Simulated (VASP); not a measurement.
Calculation: PBE GGA, VASP's PBE PAW potentials (set 64) (plane waves; VASP).

VASP ran on this input.

File POSCAR:
```
SnO2
1
    4.8327156444     0.0000000000     0.0000000000
    0.0000000000     4.8327156444     0.0000000000
    0.0000000000     0.0000000000     3.2408272069
Sn O
2 4
Direct
  0.0000000000   0.0000000000   0.0000000000
  0.5000000000   0.5000000000   0.5000000000
  0.3065850002   0.3065850002   0.0000000000
  0.8065850002   0.1934149998   0.5000000000
  0.1934149998   0.8065850002   0.5000000000
  0.6934149998   0.6934149998   0.0000000000
```

### KPOINTS
```
kpoints
0
gamma
5 5 7
0 0 0
```

INCAR:
```
NELM = 100
ISMEAR = 0   # Gaussian
IBRION = 2   # conjugate gradients
EDIFF = 1E-6   # SCF stop (eV)
LWAVE = .False.
GGA = PE   # PBE
SIGMA = 0.05   # width (eV)
NSW = 40
ALGO = Normal   # blocked Davidson
LCHARG = .False.
SYSTEM = SnO2
ENCUT = 620   # plane-wave cut-off (eV)
EDIFFG = -0.02
ISIF = 3   # ions, shape and volume
LASPH = .True.   # aspherical one-centre terms
LMAXMIX = 4   # l cut-off of mixed one-centre charges
PREC = Accurate
LREAL = .False.   # projection in real space or not
```

POTCAR, in this order: Sn_d O (PBE.64 set). Program: vasp_std.

The run wrote:

**OSZICAR**
```
       N       E                     dE             d eps       ncg     rms          rms(c)
DAV:   1     0.710429564904E+03    0.71043E+03   -0.29177E+04  1605   0.287E+03
DAV:   2     0.712764425570E+02   -0.63915E+03   -0.61680E+03  1636   0.737E+02
DAV:   3    -0.372359307455E+02   -0.10851E+03   -0.10654E+03  1691   0.241E+02
DAV:   4    -0.432637003526E+02   -0.60278E+01   -0.59898E+01  1791   0.620E+01
DAV:   5    -0.434454127352E+02   -0.18171E+00   -0.18163E+00  1863   0.112E+01    0.156E+01
DAV:   6    -0.372571616883E+02    0.61883E+01   -0.25343E+01  2375   0.724E+01    0.571E+00
DAV:   7    -0.373546139835E+02   -0.97452E-01   -0.20218E+00  1621   0.860E+00    0.324E+00
DAV:   8    -0.373374071402E+02    0.17207E-01   -0.30860E-01  2199   0.513E+00    0.778E-01
DAV:   9    -0.373226243509E+02    0.14783E-01   -0.85186E-02  2326   0.380E+00    0.147E-01
DAV:  10    -0.373233979328E+02   -0.77358E-03   -0.57509E-03  2156   0.724E-01    0.445E-02
DAV:  11    -0.373234716543E+02   -0.73721E-04   -0.29078E-04  2364   0.183E-01    0.209E-02
DAV:  12    -0.373234753276E+02   -0.36734E-05   -0.19541E-05  1750   0.360E-02    0.143E-02
DAV:  13    -0.373234715478E+02    0.37798E-05   -0.15850E-05  1889   0.497E-02    0.265E-03
DAV:  14    -0.373234718541E+02   -0.30636E-06   -0.11589E-06  1200   0.983E-03
   1 F= -.37323472E+02 E0= -.37323472E+02  d E =-.373235E+02
```

### OUTCAR
```
------------------------ aborting loop because EDIFF is reached ----------------------------------------
  FORCE on cell =-STRESS in cart. coord.  units (eV):
  Direction    XX          YY          ZZ          XY          YZ          ZX
  --------------------------------------------------------------------------------------
  Total       -0.0946060     -0.0946060     -0.0228916     -0.0000000      0.0000000      0.0000000
  in kB       -2.0025857     -2.0025857     -0.4845613     -0.0000000      0.0000000      0.0000000
  external PRESSURE =      -1.4965775 kB  Pullay stress =       0.0000000 kB
  volume of cell :       75.69
      direct lattice vectors                 reciprocal lattice vectors
     4.832715644  0.000000000  0.000000000     0.206922996  0.000000000  0.000000000
     0.000000000  4.832715644  0.000000000     0.000000000  0.206922996  0.000000000
     0.000000000  0.000000000  3.240827207     0.000000000  0.000000000  0.308563196
 POSITION                                       TOTAL-FORCE (eV/Angst)
 -----------------------------------------------------------------------------------
      0.00000      0.00000      0.00000         0.000000      0.000000      0.000000
      2.41636      2.41636      1.62041         0.000000      0.000000      0.000000
      1.48164      1.48164      0.00000        -0.004645     -0.004645      0.000000
      3.89800      0.93472      1.62041        -0.004645      0.004645     -0.000000
      0.93472      3.89800      1.62041         0.004645     -0.004645      0.000000
      3.35108      3.35108      0.00000         0.004645      0.004645     -0.000000
 -----------------------------------------------------------------------------------
    total drift:                                0.000000     -0.000000     -0.000000
  FREE ENERGIE OF THE ION-ELECTRON SYSTEM (eV)
  ---------------------------------------------------
  free  energy   TOTEN  =       -37.3234718541 eV

  energy  without entropy=      -37.3234718541  energy(sigma->0) =      -37.32347185

 reached required accuracy - stopping structural energy minimisation
```
(Selected blocks of OUTCAR.)

The compound is SnO2 in the rutile structure. It was relaxed first, which changed the volume by +6 %.
